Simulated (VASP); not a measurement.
OSZICAR of a VASP run on NiAl (CsCl type):

**OSZICAR**
```
       N       E                     dE             d eps       ncg     rms          rms(c)
DAV:   1     0.372039956777E+02    0.37204E+02   -0.56494E+03  1712   0.132E+03
DAV:   2    -0.108363727607E+02   -0.48040E+02   -0.45363E+02  1684   0.199E+02
DAV:   3    -0.119570637576E+02   -0.11207E+01   -0.11110E+01  1958   0.399E+01
DAV:   4    -0.119767264534E+02   -0.19663E-01   -0.19650E-01  1998   0.478E+00
DAV:   5    -0.119773176028E+02   -0.59115E-03   -0.59114E-03  1916   0.842E-01    0.120E+01
DAV:   6    -0.137232214803E+02   -0.17459E+01   -0.57077E+01  1878   0.131E+02    0.153E+01
DAV:   7    -0.105513605484E+02    0.31719E+01   -0.16363E+01  1856   0.782E+01    0.104E+00
DAV:   8    -0.105463412904E+02    0.50193E-02   -0.37883E-01  2032   0.772E+00    0.101E+00
DAV:   9    -0.105324682380E+02    0.13873E-01   -0.52849E-02  1950   0.378E+00    0.175E-01
DAV:  10    -0.105321634644E+02    0.30477E-03   -0.10229E-03  1910   0.460E-01    0.858E-02
DAV:  11    -0.105321534558E+02    0.10009E-04   -0.55977E-05  2406   0.107E-01    0.253E-02
DAV:  12    -0.105321517986E+02    0.16573E-05   -0.26094E-06  1078   0.292E-02    0.282E-03
DAV:  13    -0.105321514462E+02    0.35234E-06   -0.43345E-07   856   0.653E-03
   1 F= -.90656181E+01 E0= -.90656864E+01  d E =-.906562E+01
       N       E                     dE             d eps       ncg     rms          rms(c)
DAV:   1    -0.112207710367E+02   -0.68862E+00   -0.97444E+00  1818   0.584E+01    0.829E+00
DAV:   2    -0.119755763171E+02   -0.75481E+00   -0.27444E+01  1894   0.920E+01    0.972E+00
DAV:   3    -0.104615675925E+02    0.15140E+01   -0.87671E+00  1856   0.566E+01    0.920E-01
DAV:   4    -0.104602209407E+02    0.13467E-02   -0.10624E-01  1818   0.354E+00    0.797E-01
DAV:   5    -0.104542373703E+02    0.59836E-02   -0.20034E-02  2158   0.207E+00    0.188E-01
DAV:   6    -0.104541609890E+02    0.76381E-04   -0.81006E-04  1850   0.435E-01    0.634E-02
DAV:   7    -0.104541472379E+02    0.13751E-04   -0.66576E-05  2368   0.130E-01    0.183E-02
DAV:   8    -0.104541445035E+02    0.27344E-05   -0.85140E-06  1744   0.469E-02    0.426E-03
DAV:   9    -0.104541445105E+02   -0.69597E-08   -0.19222E-07   854   0.527E-03
   2 F= -.90642489E+01 E0= -.90642505E+01  d E =0.136921E-02
       N       E                     dE             d eps       ncg     rms          rms(c)
DAV:   1    -0.106961517325E+02   -0.24201E+00   -0.25623E+00  1806   0.312E+01    0.395E+00
DAV:   2    -0.108466913267E+02   -0.15054E+00   -0.62735E+00  1868   0.442E+01    0.470E+00
DAV:   3    -0.105099243286E+02    0.33677E+00   -0.25043E+00  1920   0.275E+01    0.720E-01
DAV:   4    -0.105046324850E+02    0.52918E-02   -0.15809E-02  1856   0.180E+00    0.214E-01
DAV:   5    -0.105041122774E+02    0.52021E-03   -0.13112E-03  2554   0.415E-01    0.444E-02
DAV:   6    -0.105041227828E+02   -0.10505E-04   -0.27541E-05  1744   0.638E-02    0.150E-02
DAV:   7    -0.105041252673E+02   -0.24845E-05   -0.78918E-07  1050   0.100E-02    0.301E-03
DAV:   8    -0.105041256587E+02   -0.39136E-06   -0.24343E-07   844   0.841E-03
   3 F= -.90753473E+01 E0= -.90753808E+01  d E =-.972912E-02
```

**Question.** Which electronic solver shows in the log?

**Answer.** It is blocked Davidson (ALGO = Normal, or the opening steps of other solvers). The INCAR had ALGO = Normal.

**Question.** How was spin treated?

**Answer.** Without spin polarisation: there is no mag entry.

**Question.** Can the final energy be trusted as converged?

**Answer.** The calculation finished and met its thresholds. It stopped with EDIFF = 1E-6, NELM = 100, NSW = 40 and EDIFFG = -0.02 after 3 ionic steps (PBE GGA, plane waves, VASP's PBE PAW potentials (set 64)). Energy and stress use the plane-wave basis of the starting cell.

The compound is NiAl in the CsCl type structure. This run relaxes it under an external pressure of 10 GPa. Symmetry was kept, so distortions that lower it aren't found. The run is not spin-polarised, so no magnetic state was tried. The electron count is odd and the run is not spin-polarised, which forces a metal.
